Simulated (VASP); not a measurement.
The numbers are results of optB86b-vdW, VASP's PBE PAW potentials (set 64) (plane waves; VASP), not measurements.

Input for VASP

### POSCAR
```
Ge
1
    0.0000000000     2.8548450146     2.8548450146
    2.8548450146     0.0000000000     2.8548450146
    2.8548450146     2.8548450146     0.0000000000
Ge
2
Direct
  0.0000000000   0.0000000000   0.0000000000
  0.2500000000   0.2500000000   0.2500000000
```

### INCAR
```
AGGAC  =  0.0
ALGO  =  Normal
EDIFF  =  1E-7
ENCUT  =  520
GGA  =  MK
ISIF  =  2
ISMEAR  =  1
LASPH  =  .True.
LCHARG  =  .False.
LMAXMIX  =  4
LREAL  =  .False.
LUSE_VDW  =  .True.
LWAVE  =  .False.
NELM  =  100
PARAM1  =  0.1234
PARAM2  =  1.0
PREC  =  Accurate
SIGMA  =  0.1
SYSTEM  =  Ge
```

KPOINTS:
```
Automatic
0
Gamma
11 11 11
0 0 0
```

POTCAR, in this order: Ge_d (PBE.64 set). Program: vasp_std.

Output of the run:

**OUTCAR**
```
 ion  position               nearest neighbor table
   1  0.000  0.000  0.000-   2 2.47   2 2.47   2 2.47   2 2.47
   2  0.250  0.250  0.250-   1 2.47   1 2.47   1 2.47   1 2.47
  LATTYP: Found a face centered cubic cell.
 ALAT       =     5.7096900292
 Subroutine PRICEL returns:
 Original cell was already a primitive cell.
 Subroutine GETGRP returns: Found 48 space group operations
The static configuration has the point symmetry T_d .
 The point group associated with its full space group is O_h .
The dynamic configuration has the point symmetry T_d .
 Subroutine INISYM returns: Found 48 space group operations
 Subroutine IBZKPT returns following result:
 Found     56 irreducible k-points:

 Following reciprocal coordinates:
            Coordinates               Weight
  0.000000  0.000000  0.000000      1.000000
  0.090909  0.000000  0.000000      8.000000
  0.181818  0.000000  0.000000      8.000000
  0.272727  0.000000  0.000000      8.000000
  0.363636  0.000000  0.000000      8.000000
  0.454545  0.000000  0.000000      8.000000
  0.090909  0.090909  0.000000      6.000000
  0.181818  0.090909  0.000000     24.000000
...
```

**OSZICAR**
```
       N       E                     dE             d eps       ncg     rms          rms(c)
DAV:   1     0.170015387093E+03    0.17002E+03   -0.15623E+04  2062   0.424E+03
DAV:   2     0.184774452337E+02   -0.15154E+03   -0.14879E+03  2016   0.544E+02
DAV:   3    -0.190251054626E+01   -0.20380E+02   -0.20215E+02  2186   0.148E+02
DAV:   4    -0.255465033889E+01   -0.65214E+00   -0.64999E+00  2304   0.301E+01
DAV:   5    -0.256635246049E+01   -0.11702E-01   -0.11701E-01  2302   0.418E+00    0.298E+00
DAV:   6    -0.250202844184E+01    0.64324E-01   -0.29771E-02  2132   0.152E+00    0.178E+00
DAV:   7    -0.246695252464E+01    0.35076E-01   -0.70896E-02  2172   0.226E+00    0.153E-01
DAV:   8    -0.246843445325E+01   -0.14819E-02   -0.51429E-03  2192   0.931E-01    0.533E-02
DAV:   9    -0.246849276899E+01   -0.58316E-04   -0.19947E-04  2384   0.216E-01    0.143E-02
DAV:  10    -0.246850122631E+01   -0.84573E-05   -0.31164E-05  2198   0.871E-02    0.685E-03
DAV:  11    -0.246850216388E+01   -0.93756E-06   -0.49529E-06  2320   0.376E-02    0.101E-03
DAV:  12    -0.246850226812E+01   -0.10424E-06   -0.12706E-07  1688   0.374E-03    0.313E-04
DAV:  13    -0.246850224895E+01    0.19169E-07   -0.34523E-08  1288   0.306E-03
   1 F= -.24685022E+01 E0= -.24685211E+01  d E =0.565665E-04
```

**OUTCAR**
```
------------------------ aborting loop because EDIFF is reached ----------------------------------------
  FORCE on cell =-STRESS in cart. coord.  units (eV):
  Direction    XX          YY          ZZ          XY          YZ          ZX
  --------------------------------------------------------------------------------------
  Total        0.0106503      0.0106503      0.0106503      0.0000000      0.0000000      0.0000000
  in kB        0.3666871      0.3666871      0.3666871      0.0000000      0.0000000      0.0000000
  external PRESSURE =       0.3666871 kB  Pullay stress =       0.0000000 kB
  volume of cell :       46.53
      direct lattice vectors                 reciprocal lattice vectors
     0.000000000  2.854845015  2.854845015    -0.175140856  0.175140856  0.175140856
     2.854845015  0.000000000  2.854845015     0.175140856 -0.175140856  0.175140856
     2.854845015  2.854845015  0.000000000     0.175140856  0.175140856 -0.175140856
 POSITION                                       TOTAL-FORCE (eV/Angst)
 -----------------------------------------------------------------------------------
      0.00000      0.00000      0.00000        -0.000000     -0.000000     -0.000000
      1.42742      1.42742      1.42742         0.000000      0.000000      0.000000
 -----------------------------------------------------------------------------------
    total drift:                                0.000000     -0.000000      0.000000
  FREE ENERGIE OF THE ION-ELECTRON SYSTEM (eV)
  ---------------------------------------------------
  free  energy   TOTEN  =        -2.4685022490 eV

  energy  without entropy=       -2.4685588154  energy(sigma->0) =       -2.46852110
```
(Selected blocks of OUTCAR.)

File OUTCAR:
```
 val. band max:        4.6201072866   @ k =   0.0000   0.0000   0.0000

 cond. band min:       4.7018742167   @ k =   0.4545   0.0000   0.0000


 Fermi energy:         4.6252684559

 k-point     1 :       0.0000    0.0000    0.0000
  band No.  band energies     occupation
      1     -20.1937      2.00000
      2     -20.1937      2.00000
      3     -20.1937      2.00000
      4     -20.1591      2.00000
      5     -20.1591      2.00000
      6     -19.9636      2.00000
      7     -19.9636      2.00000
      8     -19.9636      2.00000
      9     -19.9522      2.00000
     10     -19.9522      2.00000
     11      -7.9604      2.00000
     12       4.3196      2.00014
     13       4.6201      1.08728
     14       4.6201      1.08728
     15       4.6201      1.08723
     16       7.1443      0.00000
     17       7.1443      0.00000
     18       7.1443      0.00000

 k-point     2 :       0.0909    0.0000    0.0000
  band No.  band energies     occupation
      1     -20.1982      2.00000
      2     -20.1982      2.00000
      3     -20.1924      2.00000
      4     -20.1530      2.00000
      5     -20.1530      2.00000
      6     -19.9710      2.00000
      7     -19.9710      2.00000
      8     -19.9650      2.00000
      9     -19.9457      2.00000
     10     -19.9457      2.00000
     11      -7.8623      2.00000
     12       2.8363      2.00000
     13       4.4320      2.01976
     14       4.4320      2.01976
     15       5.4361     -0.00000
     16       7.3961      0.00000
     17       7.3961      0.00000
     18       7.5834      0.00000

 k-point     3 :       0.1818    0.0000    0.0000
  band No.  band energies     occupation
      1     -20.2059      2.00000
      2     -20.2059      2.00000
      3     -20.1890      2.00000
      4     -20.1412      2.00000
      5     -20.1412      2.00000
      6     -19.9815      2.00000
      7     -19.9815      2.00000
      8     -19.9691      2.00000
      9     -19.9375      2.00000
...
```

The compound is Ge in the diamond structure. It was relaxed first.
